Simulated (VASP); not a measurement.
Output of a VASP run:

### OUTCAR
```
 ion  position               nearest neighbor table
   1  0.596  0.915  0.598-   2 1.39
   2  0.404  0.085  0.402-   1 1.39
   3  0.085  0.404  0.902-   4 1.39
   4  0.915  0.596  0.098-   3 1.39
  LATTYP: Found a base centered monoclinic cell.
 ALAT       =     5.0103880000
 B/A-ratio  =     0.6196502147
 C/A-ratio  =     1.2951447783
 COS(beta)  =    -0.0848901066
 Subroutine PRICEL returns:
 Original cell was already a primitive cell.
 Subroutine GETGRP returns: Found  4 space group operations
The static configuration has the point symmetry S_2 .
 The point group associated with its full space group is C_2h.
The dynamic configuration has the point symmetry S_2 .
 Subroutine INISYM returns: Found  4 space group operations
 Subroutine IBZKPT returns following result:
 Found    117 irreducible k-points:

 Following reciprocal coordinates:
            Coordinates               Weight
  0.000000  0.000000  0.000000      1.000000
  0.100000 -0.000000 -0.000000      4.000000
  0.200000 -0.000000 -0.000000      4.000000
  0.300000  0.000000  0.000000      4.000000
  0.400000  0.000000  0.000000      4.000000
  0.500000  0.000000  0.000000      2.000000
  0.100000  0.100000 -0.000000      2.000000
  0.200000  0.100000 -0.000000      4.000000
  0.300000  0.100000 -0.000000      4.000000
  0.400000  0.100000  0.000000      4.000000
  0.500000  0.100000  0.000000      4.000000
 -0.400000  0.100000  0.000000      4.000000
 -0.300000  0.100000  0.000000      4.000000
 -0.200000  0.100000 -0.000000      4.000000
 -0.100000  0.100000  0.000000      2.000000
  0.200000  0.200000 -0.000000      2.000000
  0.300000  0.200000  0.000000      4.000000
  0.400000  0.200000  0.000000      4.000000
  0.500000  0.200000 -0.000000      4.000000
 -0.400000  0.200000  0.000000      4.000000
 -0.300000  0.200000  0.000000      4.000000
 -0.200000  0.200000  0.000000      2.000000
  0.300000  0.300000  0.000000      2.000000
  0.400000  0.300000 -0.000000      4.000000
  0.500000  0.300000 -0.000000      4.000000
 -0.400000  0.300000  0.000000      4.000000
 -0.300000  0.300000  0.000000      2.000000
  0.400000  0.400000  0.000000      2.000000
  0.500000  0.400000 -0.000000      4.000000
 -0.400000  0.400000  0.000000      2.000000
  0.500000  0.500000  0.000000      1.000000
  0.000000  0.000000  0.250000      2.000000
  0.100000 -0.000000  0.250000      4.000000
  0.200000 -0.000000  0.250000      4.000000
  0.300000  0.000000  0.250000      4.000000
  0.400000  0.000000  0.250000      4.000000
  0.500000  0.000000  0.250000      4.000000
 -0.400000 -0.000000  0.250000      4.000000
 -0.300000  0.000000  0.250000      4.000000
 -0.200000  0.000000  0.250000      4.000000
   k-points           NKPTS =    117   k-points in BZ     NKDIM =    117   number of bands    NBANDS=     18
   number of dos      NEDOS =    301   number of ions     NIONS =      4
   total plane-waves  NPLWV =  16800
   dimension x,y,z NGX =    20 NGY =   20 NGZ =   42
   dimension x,y,z NGXF=    40 NGYF=   40 NGZF=   84
   ions per type =               4
   PREC   = accura    normal or accurate (medium, high low for compatibility)
   ISTART =      0    job   : 0-new  1-cont  2-samecut
   ICHARG =      2    charge: 1-file 2-atom 10-const
   ISPIN  =      1    spin polarized calculation?
   LNONCOLLINEAR =      F non collinear calculations
   LSORBIT =      F    spin-orbit coupling
   INIWAV =      1    electr: 0-lowe 1-rand  2-diag
   ENCUT  =  400.0 eV  29.40 Ry    5.42 a.u.   4.81  4.81 10.58*2*pi/ulx,y,z
   NELM   =    100;   NELMIN=  2; NELMDL= -5     # of ELM steps
   EDIFF  = 0.1E-05   stopping-criterion for ELM
   LREAL  =      F    real-space projection
   NLSPLINE    = F    spline interpolate recip. space projectors
...
```

### OSZICAR
```
       N       E                     dE             d eps       ncg     rms          rms(c)
DAV:   1     0.163731515976E+03    0.16373E+03   -0.15340E+04  4392   0.122E+03
DAV:   2    -0.331594481903E+01   -0.16705E+03   -0.16361E+03  6134   0.314E+02
DAV:   3    -0.937525497439E+01   -0.60593E+01   -0.60404E+01  4584   0.614E+01
DAV:   4    -0.941006626835E+01   -0.34811E-01   -0.34802E-01  4666   0.530E+00
DAV:   5    -0.941026026713E+01   -0.19400E-03   -0.19399E-03  4486   0.375E-01    0.112E+01
DAV:   6    -0.803277233951E+01    0.13775E+01   -0.52979E-01  4434   0.883E+00    0.619E+00
DAV:   7    -0.765577809807E+01    0.37699E+00   -0.63888E-01  4286   0.907E+00    0.761E-01
DAV:   8    -0.765358882560E+01    0.21893E-02   -0.79738E-02  4394   0.244E+00    0.116E-01
DAV:   9    -0.765361394879E+01   -0.25123E-04   -0.13286E-03  4514   0.344E-01    0.543E-02
DAV:  10    -0.765368799172E+01   -0.74043E-04   -0.91048E-05  5084   0.858E-02    0.216E-02
DAV:  11    -0.765370072876E+01   -0.12737E-04   -0.17087E-05  4410   0.427E-02    0.543E-03
DAV:  12    -0.765370040323E+01    0.32553E-06   -0.62885E-07  2480   0.964E-03
   1 F= -.76537004E+01 E0= -.76537004E+01  d E =-.100165E-56
```

### OUTCAR
```
------------------------ aborting loop because EDIFF is reached ----------------------------------------
  FORCE on cell =-STRESS in cart. coord.  units (eV):
  Direction    XX          YY          ZZ          XY          YZ          ZX
  --------------------------------------------------------------------------------------
  Total       -5.2045567     -4.2339576     -0.6452017      0.0000000      0.0000000     -0.1663284
  in kB     -165.8119492   -134.8896374    -20.5554788      0.0000000      0.0000000     -5.2990560
  external PRESSURE =    -107.0856884 kB  Pullay stress =       0.0000000 kB
  volume of cell :       50.29
      direct lattice vectors                 reciprocal lattice vectors
     2.505194000 -1.552344000  0.000000000     0.199585341 -0.322093557  0.017004201
     2.505194000  1.552344000  0.000000000     0.199585341  0.322093557  0.017004201
    -0.550867000  0.000000000  6.465754000     0.000000000  0.000000000  0.154661003
 POSITION                                       TOTAL-FORCE (eV/Angst)
 -----------------------------------------------------------------------------------
      3.45635      0.49597      3.86626        -0.049290     -0.473835      1.059913
      1.00317     -0.49597      2.59949         0.049290      0.473835     -1.059913
      0.72773      0.49597      5.83237         0.049290     -0.473835     -1.059913
      3.73179     -0.49597      0.63339        -0.049290      0.473835      1.059913
 -----------------------------------------------------------------------------------
    total drift:                                0.000000      0.000000      0.000000
  FREE ENERGIE OF THE ION-ELECTRON SYSTEM (eV)
  ---------------------------------------------------
  free  energy   TOTEN  =        -7.6537004032 eV

  energy  without entropy=       -7.6537004032  energy(sigma->0) =       -7.65370040
```
(Selected blocks of OUTCAR.)

File POSCAR:
```
F2
1
    2.5051940000    -1.5523440000     0.0000000000
    2.5051940000     1.5523440000     0.0000000000
   -0.5508670000     0.0000000000     6.4657540000
F
4
Direct
  0.5958300000   0.9153300000   0.5979600000
  0.4041700000   0.0846700000   0.4020400000
  0.0846700000   0.4041700000   0.9020400000
  0.9153300000   0.5958300000   0.0979600000
```

**Question.** Write an INCAR and KPOINTS that could have produced this output.

**Answer.** Several could match; the one computed here: the input of the run itself, PBEsol GGA, plane waves, VASP's PBE PAW potentials (set 64).

INCAR:
```
ALGO=Normal
EDIFF=1E-6
ENCUT=400
GGA=PS
ISIF=2
ISMEAR=0
LASPH=.TRUE.
LCHARG=.FALSE.
LREAL=.FALSE.
LWAVE=.FALSE.
NELM=100
PREC=Accurate
SIGMA=0.01
SYSTEM=F2
```

KPOINTS:
```
Automatic mesh
0
Gamma
10 10 4
0 0 0
```

POTCAR, in this order: F (PBE.64 set). Program: vasp_std.

At this cut-off the stress carries a Pulay error, which pulls relaxed volumes low.

The structure comes from a computed database's F2 entry; how it stands against other phases isn't given here. The cell was not relaxed at this level, and its volume differs by -5.9 % from the start's.
